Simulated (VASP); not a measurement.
Here is the system:

```yaml
crystal:
  lattice:
    - [3.49568, 0.00000, 0.00000]
    - [-1.74784, 3.02735, 0.00000]
    - [0.00000, 0.00000, 17.50991]
  atoms:
    - { symbol: Te, position: [0.33333, 0.66667, 0.89647] }
    - { symbol: Te, position: [0.33333, 0.66667, 0.10353] }
    - { symbol: W, position: [0.00000, 0.00000, 0.00000] }
```

These are PBEsol GGA, VASP's PBE PAW potentials (set 64) (plane waves; VASP 6.6.1) values and carry that method's errors. Settings: 400 eV cut-off, Gaussian smearing of 0.050 eV, potentials Te W_sv.

The cell holds a wide vacuum, so values per volume refer to the whole cell. Unless said otherwise, spin-orbit coupling is left out, though it shifts the bands of the heavy elements here.

Task: Give the energies of bands 7 to 16 at the high-symmetry points, in eV from the valence-band maximum.

Result: 
| band | Γ | M | K | A | L | H |
|---|---|---|---|---|---|---|
| 7 | -5.75 | -6.11 | -5.13 | -5.75 | -6.11 | -5.13 |
| 8 | -2.10 | -4.96 | -4.90 | -2.10 | -4.96 | -4.90 |
| 9 | -1.79 | -3.66 | -4.21 | -1.79 | -3.66 | -4.21 |
| 10 | -1.79 | -2.46 | -3.31 | -1.79 | -2.46 | -3.31 |
| 11 | -0.84 | -1.86 | -3.19 | -0.84 | -1.86 | -3.19 |
| 12 | -0.84 | -1.02 | -1.91 | -0.84 | -1.02 | -1.91 |
| 13 | -0.62 | -0.41 | 0.00 | -0.62 | -0.41 | 0.00 |
| 14 | 3.27 | 1.88 | 1.20 | 3.27 | 1.88 | 1.20 |
| 15 | 3.27 | 2.15 | 2.04 | 3.27 | 2.15 | 2.04 |
| 16 | 3.56 | 2.99 | 3.00 | 3.56 | 2.99 | 3.00 |

The gap is direct, 1.20 eV, from the valence maximum at K to the conduction minimum at K.

The cell is a sheet with vacuum, built from a database entry that may be metastable or hypothetical.
